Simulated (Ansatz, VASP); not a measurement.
Two plane-wave programs on Al3Sb2P

```
CELL_PARAMETERS angstrom
3.30201 0.00000 0.00000
0.00000 3.30201 0.00000
0.00000 0.00000 11.09629
ATOMIC_POSITIONS crystal
Al 0.50000 0.50000 0.12069
Al 0.50000 0.50000 0.50000
Al 0.50000 0.50000 0.87931
Sb 0.00000 0.00000 0.31803
Sb 0.00000 0.00000 0.68197
P 0.00000 0.00000 0.00000
```

Change from the starting cell: species swapped into the Al3Ni2Pt type (P4/mmm, No. 123).

Alike in both runs: functional PBE; k mesh 12 × 12 × 4; occupations gaussian, width 0.1 eV; no spin polarisation.

Ansatz relaxed the structure, and its values are those at the end. VASP's run is a single point on that final structure, the one shown.

|  | VASP | Ansatz |
| --- | --- | --- |
| version | VASP 6.6.1 | Ansatz 0.2.0 |
| potentials or method | VASP PAW PBE potentials, release 64 (Al, Sb, P) | scalar-relativistic, plane waves, PAW |
| plane-wave cutoff (eV) | 520 | 420 |
| valence electrons in the cell | 24 | 44 |

|  | VASP | Ansatz | Ansatz less VASP |
| --- | --- | --- | --- |
| gap on the k mesh at the Fermi level (eV) | none | none | - |
| pressure (GPa) | 0.0 | 0.0 | +0.02 |

A gap of «none» marks a metal or a gap that the smearing closes. With one functional, cell and mesh, what is left measures potentials, basis and numerics. The two sets of potentials don't hold the same shells in valence.

The runs have no spin-orbit coupling, so splittings on Sb are missing.
